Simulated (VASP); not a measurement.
Energy against volume of Cr (bcc, AFM order). All values below come from vdW-DF2, VASP's PBE PAW potentials (set 64) (plane waves; VASP 6.6.1). Numerical set-up: 520 eV cut-off, 13×13×13 Γ-centred mesh, first-order Methfessel-Paxton smearing of 0.10 eV, potentials Cr_pv.

```json
[
 {"V (Å³/atom)": "11.542", "E (eV/atom)": "-5.62894"},
 {"V (Å³/atom)": "11.910", "E (eV/atom)": "-5.65152"},
 {"V (Å³/atom)": "12.279", "E (eV/atom)": "-5.65900"},
 {"V (Å³/atom)": "12.647", "E (eV/atom)": "-5.65405"}
]
```

Problem. Fit these four points and predict the energy of the run at 13.016 Å³/atom.

Solution. A cubic in V^(−2/3), the third-order Birch-Murnaghan form, passes through the four points with V0 = 12.30 Å³/atom and B0 = 177 GPa, and gives -5.6389 eV/atom there. The run gave -5.6393 eV/atom, -0.4 meV/atom from the fit; all five points give B0 = 176 GPa.

The compound is Cr in the bcc, AFM order structure. It was relaxed first.
